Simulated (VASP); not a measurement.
Given:

```yaml
crystal:
  lattice:
    - [0.00000, 2.60724, 2.60724]
    - [2.60724, 0.00000, 2.60724]
    - [2.60724, 2.60724, 0.00000]
  atoms:
    - { symbol: Mn, position: [0.00000, 0.00000, 0.00000], spin: 4.5 }
    - { symbol: S, position: [0.50000, 0.50000, 0.50000], spin: 0.1 }
```

All values below come from r2SCAN meta-GGA, VASP's PBE PAW potentials (set 64) (plane waves; VASP 6.6.1). Numerical set-up: 400 eV cut-off, 14×14×14 Γ-centred mesh, tetrahedra with Blöchl corrections, potentials Mn_pv S.

The moments were started parallel, and other spin orders were not tried in this run.

### Question
What does the run give for the cell moment, energy per atom (σ→0), band gap (over mesh and band path) with the smallest direct gap where there is one?

### Answer

| Item | Result |
|---|---|
| band gap (over mesh and band path) | none (metal, semimetal or under 0.01 eV) |
| cell moment | 5.00 μB |
| energy per atom (σ→0) | -12.438 eV/atom |

### Question
Give the moment on each site (PAW-sphere projection).

### Answer

```
site  moment (μB)
----  -----------
Mn1          4.50
S2           0.14
```

Total energies compare only between runs with the same potentials, cut-off and functional.

The structure comes from a measured MnS entry (Fm-3m) of the Crystallography Open Database, whose conditions weren't checked. It was relaxed first.
